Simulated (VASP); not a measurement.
Computed with LDA (Ceperley-Alder, Perdew-Zunger), VASP's LDA PAW potentials (set 64) (plane waves; VASP). For the first row: Settings: 400 eV cut-off, 6×6×4 Γ-centred mesh, tetrahedra with Blöchl corrections, potentials Mg Cd Te.

```
system                       energy (eV/atom)
---------------------------  ----------------
MgCdTe₂ (space group P-4m2)           -3.3376
Mg (hcp)                              -1.8102
Cd (hcp)                              -1.5195
Te (trig)                             -3.8022
```

The references are the elements' solids at the same level; no temperature or zero-point terms are added.   Spin-orbit coupling is left out, which shifts such energies by up to tenths of an eV for the heavy elements here.

**Question.** What is the formation energy per atom of MgCdTe2?

**Answer.** The references average (1×(-1.8102) + 1×(-1.5195) + 2×(-3.8022))/4 = -2.7335 eV, so the formation energy is -3.3376 − (-2.7335) = -0.604 eV/atom.
